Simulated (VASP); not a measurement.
# NdH2: structure and properties in VASP, part 8 of 10

What structure does NdH2 take at this level, and what are its properties? The start is a cell from a database of measured crystal structures.

VASP 6.6.1, plane waves and PAW; the level of theory is named at each step.

Still holding for the runs below: The magnetic order comes from the search above, where another run lay slightly lower; longer or canted patterns were not tried. DFT+U on an f shell has many metastable occupations, and no search among them was made.

So far, moment of the cell, from the last line of the log (μB): step 2 (magnetic order: ferromagnetic) 3.19; step 6 (full relaxation (PBEsol + U)) 3.23; step 7 (second relaxation) 3.24; step 9 (bands along the symmetry lines (PBEsol + U)) 3.24.

### Step 10. Total and projected DOS (PBEsol + U)

Level of this step: PBEsol, DFT+U (Nd f 5 eV), spin-polarised from a ferromagnetic start; plane waves and PAW (Nd, H) (VASP).

Here the states are counted by energy and projected on the atoms. The mesh is finer than in the run before.

The input, INCAR:

```
SYSTEM = NdH2
PREC = Accurate
ENCUT = 440
EDIFF = 1E-06
NELM = 150
ISMEAR = -5
SIGMA = 0.05
LREAL = .FALSE.
ALGO = Normal
GGA = PS
NBANDS = 24
ISPIN = 2
MAGMOM = 2.91 -0.011 -0.011
LDAU = .TRUE.
LDAUTYPE = 2
LDAUL = 3 -1
LDAUU = 5 0
LDAUJ = 0 0
LDAUPRINT = 1
LASPH = .TRUE.
LMAXMIX = 6
AMIX = 0.2
BMIX = 1E-04
AMIX_MAG = 0.8
BMIX_MAG = 1E-04
LORBIT = 11
LWAVE = .FALSE.
LCHARG = .FALSE.
KPAR = 8
NEDOS = 2001
```

The input, POSCAR:

```
NdH2
1.0
    0.0000000000      2.6946752964      2.6946752964
    2.6946752964      0.0000000000      2.6946752964
    2.6946752964      2.6946752964      0.0000000000
Nd H
1 2
Direct
    0.0000000000      0.0000000000      0.0000000000
    0.2500000000      0.2500000000      0.2500000000
    0.7500000000      0.7500000000      0.7500000000
```

The input, KPOINTS:

```
Automatic mesh
0
Gamma
13 13 13
0 0 0
```

The projector-augmented-wave data sets are Nd and H (PBE family, release 64).

Run with:

```
> mpirun -np 8 vasp_std
```

Output:

```text
[... set-up lines as in an earlier step ...]
 entering main loop
       N       E                     dE             d eps       ncg     rms          rms(c)
DAV:   1     0.769455905169E+02    0.76946E+02   -0.53768E+03 11856   0.139E+03
DAV:   2    -0.844834606295E+01   -0.85394E+02   -0.77261E+02 13264   0.237E+02
DAV:   3    -0.139697988693E+02   -0.55215E+01   -0.54579E+01 11784   0.650E+01
DAV:   4    -0.141255522247E+02   -0.15575E+00   -0.15520E+00 13376   0.529E+00
DAV:   5    -0.141472448543E+02   -0.21693E-01   -0.21674E-01 10784   0.137E+00    0.446E+01
DAV:   6    -0.131147379663E+02    0.10325E+01   -0.27140E+01 12416   0.694E+01    0.723E+01
DAV:   7    -0.126827716953E+02    0.43197E+00   -0.29129E+00 12088   0.355E+01    0.461E+01
DAV:   8    -0.134909508973E+02   -0.80818E+00   -0.86632E+00 11816   0.310E+01    0.170E+01
DAV:   9    -0.141721418879E+02   -0.68119E+00   -0.81067E-01 13456   0.761E+00    0.122E+01
DAV:  10    -0.146779086617E+02   -0.50577E+00   -0.68849E-02 12832   0.221E+00    0.507E+00
DAV:  11    -0.146774998213E+02    0.40884E-03   -0.45017E-02 12568   0.306E+00    0.372E+00
DAV:  12    -0.146633731079E+02    0.14127E-01   -0.83544E-03 14336   0.111E+00    0.336E+00
DAV:  13    -0.145767410645E+02    0.86632E-01   -0.14203E-01 11528   0.602E+00    0.272E+00
DAV:  14    -0.145708449942E+02    0.58961E-02   -0.24462E-02 14208   0.184E+00    0.234E+00
DAV:  15    -0.145703931046E+02    0.45189E-03   -0.54045E-03 12888   0.123E+00    0.164E+00
DAV:  16    -0.145681896165E+02    0.22035E-02   -0.71400E-03 12456   0.158E+00    0.678E-01
DAV:  17    -0.145668228577E+02    0.13668E-02   -0.35227E-03 14128   0.894E-01    0.383E-01
DAV:  18    -0.145663728426E+02    0.45002E-03   -0.22784E-03 12704   0.784E-01    0.749E-02
DAV:  19    -0.145664423989E+02   -0.69556E-04   -0.21579E-04 13080   0.915E-02    0.448E-02
DAV:  20    -0.145664712142E+02   -0.28815E-04   -0.15873E-04 12072   0.202E-01    0.124E-01
DAV:  21    -0.145664542449E+02    0.16969E-04   -0.25620E-05 11992   0.871E-02    0.453E-02
DAV:  22    -0.145664482102E+02    0.60347E-05   -0.26326E-05 12592   0.865E-02    0.210E-02
DAV:  23    -0.145664491477E+02   -0.93749E-06   -0.49651E-06 13600   0.264E-02
   1 F= -.14566449E+02 E0= -.14566449E+02  d E =0.000000E+00  mag=     3.2316
 -----------------------------------------------------------------------------
|                                                                             |
|           W    W    AA    RRRRR   N    N  II  N    N   GGGG   !!!           |
|           W    W   A  A   R    R  NN   N  II  NN   N  G    G  !!!           |
|           W    W  A    A  R    R  N N  N  II  N N  N  G       !!!           |
|           W WW W  AAAAAA  RRRRR   N  N N  II  N  N N  G  GGG   !            |
|           WW  WW  A    A  R   R   N   NN  II  N   NN  G    G                |
|           W    W  A    A  R    R  N    N  II  N    N   GGGG   !!!           |
|                                                                             |
|     Tetrahedron method does not include variations of the Fermi             |
|     occupations, so forces and stress will be inaccurate. We suggest        |
|     using a different smearing scheme ISMEAR = 1 or 2 for metals in         |
|     relaxations.                                                            |
|                                                                             |
 -----------------------------------------------------------------------------
```

Elapsed: 40 s, on 8 MPI ranks of AMD EPYC 7R43, shared host; peak memory 1.9 GiB; 5.2 min of CPU time.

From OUTCAR (step 10):

```text
   k-points           NKPTS =     84   k-points in BZ     NKDIM =     84   number of bands    NBANDS=     24

   NELECT =      16.0000    total number of electrons

atom =   1  type =  1  l = 3

 onsite density matrix

spin component  1

  0.3750 -0.0000 -0.4629  0.0000  0.0000  0.0000  0.0000
 -0.0000  0.0194  0.0000 -0.0000  0.0000  0.0000 -0.0000
 -0.4629  0.0000  0.6140 -0.0000 -0.0000  0.0000 -0.0000
  0.0000 -0.0000 -0.0000  0.0165 -0.0000  0.0000  0.0000
  0.0000  0.0000 -0.0000 -0.0000  0.6140  0.0000  0.4629
  0.0000  0.0000  0.0000  0.0000  0.0000  0.9725  0.0000
  0.0000 -0.0000 -0.0000  0.0000  0.4629  0.0000  0.3750

spin component  2

  0.0033  0.0000  0.0024  0.0000 -0.0000 -0.0000 -0.0000
  0.0000  0.0151  0.0000 -0.0000  0.0000  0.0000 -0.0000
  0.0024  0.0000  0.0020  0.0000  0.0000 -0.0000 -0.0000
  0.0000 -0.0000  0.0000  0.0051 -0.0000  0.0000  0.0000
 -0.0000  0.0000  0.0000 -0.0000  0.0020  0.0000 -0.0024
 -0.0000  0.0000 -0.0000  0.0000  0.0000  0.0001  0.0000
 -0.0000 -0.0000 -0.0000  0.0000 -0.0024  0.0000  0.0033

 occupancies and eigenvectors

  o =  0.0001  v =  0.0000  0.0000  0.0000  0.0000  0.0000  0.0000  0.0000  0.6123 -0.0000 -0.7905  0.0000  0.0072 -0.0001  0.0056      0.0000  0.0000  0.0000  0.0000  0.0000  0.0000  0.0000  0.0000  0.0000  0.0000  0.0000  0.0000  0.0000  0.0000
  o =  0.0001  v =  0.0000  0.0000  0.0000  0.0000  0.0000  0.0000  0.0000 -0.0056  0.0000  0.0072 -0.0000  0.7905 -0.0002  0.6123      0.0000  0.0000  0.0000  0.0000  0.0000  0.0000  0.0000  0.0000  0.0000  0.0000  0.0000  0.0000  0.0000  0.0000
  o =  0.0001  v =  0.0000  0.0000  0.0000  0.0000  0.0000  0.0000  0.0000 -0.0000  0.0000  0.0001  0.0000 -0.0002 -1.0000 -0.0001      0.0000  0.0000  0.0000  0.0000  0.0000  0.0000  0.0000  0.0000  0.0000  0.0000  0.0000  0.0000  0.0000  0.0000
  o =  0.0051  v =  0.0000  0.0000  0.0000  0.0000  0.0000  0.0000  0.0000 -0.0000 -0.0000 -0.0000 -0.0000  0.6124  0.0000 -0.7906      0.0000  0.0000  0.0000  0.0000  0.0000  0.0000  0.0000  0.0000  0.0000  0.0000  0.0000  0.0000  0.0000  0.0000
  o =  0.0051  v =  0.0000  0.0000  0.0000  0.0000  0.0000  0.0000  0.0000  0.7906  0.0000  0.6124 -0.0000  0.0000 -0.0000 -0.0000      0.0000  0.0000  0.0000  0.0000  0.0000  0.0000  0.0000  0.0000  0.0000  0.0000  0.0000  0.0000  0.0000  0.0000
  o =  0.0051  v =  0.0000  0.0000  0.0000  0.0000  0.0000  0.0000  0.0000 -0.0000 -0.0000 -0.0000 -1.0000 -0.0000 -0.0000  0.0000      0.0000  0.0000  0.0000  0.0000  0.0000  0.0000  0.0000  0.0000  0.0000  0.0000  0.0000  0.0000  0.0000  0.0000
  o =  0.0151  v =  0.0000  0.0000  0.0000  0.0000  0.0000  0.0000  0.0000  0.0000 -1.0000  0.0000 -0.0000  0.0000  0.0000 -0.0000      0.0000  0.0000  0.0000  0.0000  0.0000  0.0000  0.0000  0.0000  0.0000  0.0000  0.0000  0.0000  0.0000  0.0000
  o =  0.0165  v = -0.7906 -0.0000 -0.6124 -0.0000 -0.0001  0.0000  0.0001  0.0000  0.0000  0.0000  0.0000  0.0000  0.0000  0.0000      0.0000  0.0000  0.0000  0.0000  0.0000  0.0000  0.0000  0.0000  0.0000  0.0000  0.0000  0.0000  0.0000  0.0000
  o =  0.0165  v =  0.0001 -0.0000  0.0001  0.0492 -0.6116 -0.0000  0.7896  0.0000  0.0000  0.0000  0.0000  0.0000  0.0000  0.0000      0.0000  0.0000  0.0000  0.0000  0.0000  0.0000  0.0000  0.0000  0.0000  0.0000  0.0000  0.0000  0.0000  0.0000
  o =  0.0165  v = -0.0000  0.0000 -0.0000  0.9988  0.0301 -0.0000 -0.0389  0.0000  0.0000  0.0000  0.0000  0.0000  0.0000  0.0000      0.0000  0.0000  0.0000  0.0000  0.0000  0.0000  0.0000  0.0000  0.0000  0.0000  0.0000  0.0000  0.0000  0.0000
  o =  0.0194  v = -0.0000  1.0000 -0.0000 -0.0000 -0.0000 -0.0000  0.0000  0.0000  0.0000  0.0000  0.0000  0.0000  0.0000  0.0000      0.0000  0.0000  0.0000  0.0000  0.0000  0.0000  0.0000  0.0000  0.0000  0.0000  0.0000  0.0000  0.0000  0.0000
  o =  0.9725  v =  0.0000 -0.0000  0.0000 -0.0000 -0.7878  0.0831 -0.6103  0.0000  0.0000  0.0000  0.0000  0.0000  0.0000  0.0000      0.0000  0.0000  0.0000  0.0000  0.0000  0.0000  0.0000  0.0000  0.0000  0.0000  0.0000  0.0000  0.0000  0.0000
  o =  0.9725  v =  0.6124  0.0000 -0.7906  0.0000  0.0000 -0.0000  0.0000  0.0000  0.0000  0.0000  0.0000  0.0000  0.0000  0.0000      0.0000  0.0000  0.0000  0.0000  0.0000  0.0000  0.0000  0.0000  0.0000  0.0000  0.0000  0.0000  0.0000  0.0000
  o =  0.9725  v = -0.0000  0.0000 -0.0000  0.0000 -0.0657 -0.9965 -0.0509  0.0000  0.0000  0.0000  0.0000  0.0000  0.0000  0.0000      0.0000  0.0000  0.0000  0.0000  0.0000  0.0000  0.0000  0.0000  0.0000  0.0000  0.0000  0.0000  0.0000  0.0000

 E-fermi :   4.1833

 spin component 1
 k-point     1 :       0.0000    0.0000    0.0000
  band No.  band energies     occupation
    ...
      5      -2.8736      1.00000
      6       0.1885      1.00000
      7       0.1885      1.00000
      8       0.1886      1.00000
      9       2.2631      1.00000
     10       5.1299      0.00000
     11       5.1299      0.00000
     12       5.1299      0.00000
     13       5.1939      0.00000
     14       5.1939      0.00000
    ...

 k-point     2 :       0.0769    0.0000    0.0000
  band No.  band energies     occupation
    ...
      5      -2.7336      1.00000
      6       0.1787      1.00000
      7       0.1788      1.00000
      8       0.1889      1.00000
      9       1.9846      1.00000
     10       5.1623      0.00000
     11       5.1728      0.00000
     12       5.1729      0.00000
     13       5.2348      0.00000
     14       5.2349      0.00000
    ...

  Total        0.0216557      0.0216557      0.0216557     -0.0000000     -0.0000000      0.0000000
  in kB        0.8866129      0.8866129      0.8866129     -0.0000000     -0.0000000      0.0000000
  external PRESSURE =       0.8866129 kB  Pullay stress =       0.0000000 kB

 POSITION                                       TOTAL-FORCE (eV/Angst)
 -----------------------------------------------------------------------------------
      0.00000      0.00000      0.00000        -0.000000      0.000000     -0.000000
      1.34734      1.34734      1.34734         0.000000      0.000000      0.000000
      4.04201      4.04201      4.04201         0.000000     -0.000000      0.000000
 -----------------------------------------------------------------------------------
    total drift:                               -0.000000     -0.000000      0.000000

  FREE ENERGIE OF THE ION-ELECTRON SYSTEM (eV)
  ---------------------------------------------------
  free  energy   TOTEN  =       -14.5664491477 eV

  energy  without entropy=      -14.5664491477  energy(sigma->0) =      -14.56644915

 magnetization (x)
# of ion       s       p       d       f       tot
--------------------------------------------------
    1       -0.011  -0.108   0.072   2.954   2.906
    2       -0.011   0.001   0.000   0.000  -0.011
    3       -0.011   0.001   0.000   0.000  -0.011
--------------------------------------------------
tot         -0.033  -0.107   0.072   2.954   2.885

[... 6 parts as in an earlier step ...]

[... 15 further parts left out ...]
```

With tetrahedra the forces and stress of a metal are not exact derivatives of the energy.

This step gave:

* SCF cycles: 23
* irreducible k-points: 84
* Fermi energy: 4.183 eV
* pressure: 0.08866 GPa
* moment of the cell, from the last line of the log: 3.232 μB
* DOS at the Fermi level: 0.8952 states/eV/cell

The density of states has structure finer than the step of the table below, so its rows give means over 0.5 eV, whole bins alone (the curve runs from -12.0 to 3.18 eV). Peaks (eV: height): total up -4.10: 22.2, 1.24: 12.8, 1.53: 10.0; total down 2.79: 17.7; Nd f up -4.10: 21.0, 1.24: 11.7, 1.53: 8.63; Nd f down 2.79: 16.3; H s up -4.59: 0.320, -3.52: 0.36.

States under -12.0 eV and over 3.2 eV are left out. Density of states against energy, zero at the Fermi level; means over each step; values in states/eV/cell:

```
energy (eV)  total up  total down  Nd f up  Nd f down   H s up  H s down
       -7.5         0           0        0          0        0         0
       -7.0    0.0134     0.00130        0          0  0.00270    2.7e-4
       -6.5    0.0605      0.0383        0          0   0.0124   0.00806
       -6.0     0.112      0.0834   7.0e-5          0   0.0235    0.0180
       -5.5     0.327       0.208  0.00141     2.3e-4   0.0739    0.0477
       -5.0     0.551       0.471  0.00767    0.00103    0.131     0.115
       -4.5     0.956       0.913    0.137    0.00354    0.207     0.238
       -4.0      6.38       0.445     5.73    0.00385    0.134     0.121
       -3.5      1.16        1.04   0.0494     0.0178    0.314     0.296
       -3.0     0.388       0.674   0.0161     0.0167    0.111     0.199
       -2.5    0.0346       0.111  0.00374    0.00508   0.0105    0.0344
       -2.0    0.0174     0.00946   8.1e-4    0.00103  0.00156   0.00325
       -1.5     0.136      0.0261  0.00243     1.3e-4  0.00197    3.1e-4
       -1.0     0.361       0.154   0.0120    0.00161  0.00329   0.00205
       -0.5     0.486       0.362   0.0361    0.00598  0.00317   0.00313
        0.0     0.460       0.442   0.0848     0.0134  0.00249   0.00299
        0.5     0.419       0.394    0.188     0.0222  0.00180   0.00236
        1.0      3.70       0.326     3.22     0.0293   7.7e-4   0.00181
        1.5      4.93       0.492     3.88     0.0365  0.00356   0.00102
        2.0     0.544       0.932   0.0443      0.200   8.2e-4   0.00202
        2.5     0.715        4.44   0.0338       3.37  0.00278   0.00467
```

The finer mesh and the other smearing move the Fermi level by +0.02 eV from the 9×9×9 run, a small shift, which tests the Fermi level alone.

(Continued in part 9 of 10.)

[Lines on the potential files, build, host, timing and source positions are cut from VASP's logs without a mark.]

[Logs are printed without paths, hosts, clocks, repeated set-up lines and the standing remarks that a program may print on its own settings, such as how far it seeks lower states.]

[Hosts, paths, dates, database ids (printed as entryN), source tags and the programs' standing remarks are cut or masked in the printed files.]

[A measured line is paired with the nearest computed mode of its activity, which favours agreement.]
